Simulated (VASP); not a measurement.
Method: PBE GGA, VASP's PBE PAW potentials (set 64) (plane waves; VASP 6.6.1).

A VASP calculation is set up with these files.

### INCAR
```
! general
SYSTEM   =  Ta
PREC     =  Normal
ENCUT    =  400
LREAL    =  .FALSE.
LASPH    =  .TRUE.

! electronic loop
EDIFF    =  1E-5
NELM     =  100
NELMIN   =  4
ALGO     =  Fast
LMAXMIX  =  6

! smearing
ISMEAR   =  1
SIGMA    =  0.1

! functional
GGA      =  PE

! ions
IBRION   =  2
NSW      =  20
ISIF     =  2
EDIFFG   =  -0.03

! output
LWAVE    =  .FALSE.
LCHARG   =  .FALSE.
```

POSCAR:
```
Ta
1
   -1.6543909209     1.6543909209     1.6543909209
    1.6543909209    -1.6543909209     1.6543909209
    1.6543909209     1.6543909209    -1.6543909209
Ta
1
Direct
  0.0000000000   0.0000000000   0.0000000000
```

**KPOINTS**
```
Automatic mesh
0
Gamma
16 16 16
0 0 0
```

POTCAR, in this order: Ta (PBE.64 set). Program: vasp_std.

The resulting files:

OSZICAR:
```
       N       E                     dE             d eps       ncg     rms          rms(c)
DAV:   1    -0.214440695770E+01   -0.21444E+01   -0.16170E+03  1764   0.476E+02
DAV:   2    -0.123054547654E+02   -0.10161E+02   -0.97437E+01  3090   0.735E+01
DAV:   3    -0.123543560095E+02   -0.48901E-01   -0.48509E-01  1806   0.709E+00
DAV:   4    -0.123544390793E+02   -0.83070E-04   -0.83052E-04  2250   0.231E-01
DAV:   5    -0.123544393500E+02   -0.27068E-06   -0.27097E-06  1860   0.963E-03    0.133E+01
RMM:   6    -0.120135718565E+02    0.34087E+00   -0.16994E-01  1740   0.334E+00    0.662E+00
RMM:   7    -0.118568771336E+02    0.15669E+00   -0.34703E-01  1741   0.441E+00    0.645E-01
RMM:   8    -0.118584654297E+02   -0.15883E-02   -0.19607E-02  1740   0.151E+00    0.264E-01
RMM:   9    -0.118586939161E+02   -0.22849E-03   -0.46549E-03  1741   0.504E-01    0.210E-01
RMM:  10    -0.118586228037E+02    0.71112E-04   -0.11075E-03  1740   0.279E-01    0.968E-02
RMM:  11    -0.118586204729E+02    0.23308E-05   -0.11583E-04  1749   0.866E-02    0.166E-02
RMM:  12    -0.118586225024E+02   -0.20295E-05   -0.21054E-05  1360   0.237E-02
   1 F= -.11858623E+02 E0= -.11858528E+02  d E =-.118586E+02
```

**OUTCAR**
```
------------------------ aborting loop because EDIFF is reached ----------------------------------------
  FORCE on cell =-STRESS in cart. coord.  units (eV):
  Direction    XX          YY          ZZ          XY          YZ          ZX
  --------------------------------------------------------------------------------------
  Total        0.0186547      0.0186547      0.0186547     -0.0000000     -0.0000000      0.0000000
  in kB        1.6501563      1.6501563      1.6501563     -0.0000000     -0.0000000      0.0000000
  external PRESSURE =       1.6501563 kB  Pullay stress =       0.0000000 kB
  volume of cell :       18.11
      direct lattice vectors                 reciprocal lattice vectors
    -1.654390921  1.654390921  1.654390921     0.000000000  0.302226030  0.302226030
     1.654390921 -1.654390921  1.654390921     0.302226030  0.000000000  0.302226030
     1.654390921  1.654390921 -1.654390921     0.302226030  0.302226030  0.000000000
 POSITION                                       TOTAL-FORCE (eV/Angst)
 -----------------------------------------------------------------------------------
      0.00000      0.00000      0.00000        -0.000000     -0.000000     -0.000000
 -----------------------------------------------------------------------------------
    total drift:                               -0.000000     -0.000000     -0.000000
  FREE ENERGIE OF THE ION-ELECTRON SYSTEM (eV)
  ---------------------------------------------------
  free  energy   TOTEN  =       -11.8586225024 eV

  energy  without entropy=      -11.8583400851  energy(sigma->0) =      -11.85852836

 reached required accuracy - stopping structural energy minimisation
```
(Selected blocks of OUTCAR.)

File OUTCAR:
```
 val. band max:        5.6814120262   @ k =   0.3125   0.0625   0.0625

 cond. band min:       5.6980117486   @ k =   0.5000   0.5000   0.1875


 Fermi energy:         5.6853787293

 k-point     1 :       0.0000    0.0000    0.0000
  band No.  band energies     occupation
      1      -2.1734      2.00000
      2       6.4397     -0.00000
      3       6.4397     -0.00000
      4       6.4397     -0.00000
      5       9.6892      0.00000
      6       9.6892      0.00000

 k-point     2 :       0.0625    0.0000    0.0000
  band No.  band energies     occupation
      1      -2.0036      2.00000
      2       6.3269     -0.00000
      3       6.4069     -0.00000
      4       6.6093     -0.00000
      5       9.5067      0.00000
      6       9.6895      0.00000

 k-point     3 :       0.1250    0.0000    0.0000
  band No.  band energies     occupation
      1      -1.5144      2.00000
      2       6.0227     -0.00002
      3       6.2615     -0.00000
      4       7.1113     -0.00000
      5       9.1608      0.00000
      6       9.7021      0.00000

 k-point     4 :       0.1875    0.0000    0.0000
  band No.  band energies     occupation
      1      -0.7727      2.00000
      2       5.6070      1.97141
      3       5.9507     -0.00114
      4       7.9258      0.00000
      5       8.9951      0.00000
      6       9.7549      0.00000

 k-point     5 :       0.2500    0.0000    0.0000
  band No.  band energies     occupation
      1       0.0851      2.00000
      2       5.1651      2.00000
      3       5.6224      1.86613
      4       9.0154      0.00000
      5       9.1065      0.00000
      6       9.8729      0.00000

 k-point     6 :       0.3125    0.0000    0.0000
  band No.  band energies     occupation
      1       0.8277      2.00000
      2       4.7642      2.00000
      3       5.5957      2.02156
      4       9.3641      0.00000
      5      10.0618      0.00000
      6      10.3152      0.00000
...
```

Unless said otherwise, spin-orbit coupling is left out, though it shifts the bands of the heavy elements here.

The compound is Ta in the bcc structure. It was relaxed first.
